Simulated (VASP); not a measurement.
Consider the following.

```
CsSnI3
1.0
    6.08883     0.00000     0.00000
    0.00000     6.08883     0.00000
    0.00000     0.00000     6.08883
Cs Sn I
1 1 3
Direct
  0.00000   0.00000   0.00000
  0.50000   0.50000   0.50000
  0.50000   0.00000   0.50000
  0.00000   0.50000   0.50000
  0.50000   0.50000   0.00000
```

Computed with r2SCAN meta-GGA, VASP's PBE PAW potentials (set 64) (plane waves; VASP 6.6.1). Run with 520 eV cut-off, 4×4×4 Γ-centred mesh, Gaussian smearing of 0.050 eV, potentials Cs_sv Sn_d I.

Energy and stress use the plane-wave basis of the starting cell.

Task: The ions, cell shape and volume are relaxed. Which structure does the run end with?

Result: 
```
CsSnI3
1.0
    6.24471     0.00000     0.00000
    0.00000     6.24471     0.00000
    0.00000     0.00000     6.24471
Cs Sn I
1 1 3
Cartesian
  0.00000   0.00000   0.00000
  3.12235   3.12235   3.12235
  3.12235   0.00000   3.12235
  0.00000   3.12235   3.12235
  3.12235   3.12235   0.00000
```
Space group Pm-3m (221), at a tolerance of 0.03 Å.

Task: How do energy and volume change from the first to the last step?

Result: The energy (σ→0) changes by -15.9 meV/atom and the volume by +7.9 %, in 3 ionic steps.

The compound is CsSnI3 in the cubic perovskite structure, the ideal cubic form; the compound distorts at low or room temperature. This run relaxes it. Symmetry was kept, so distortions that lower it aren't found.
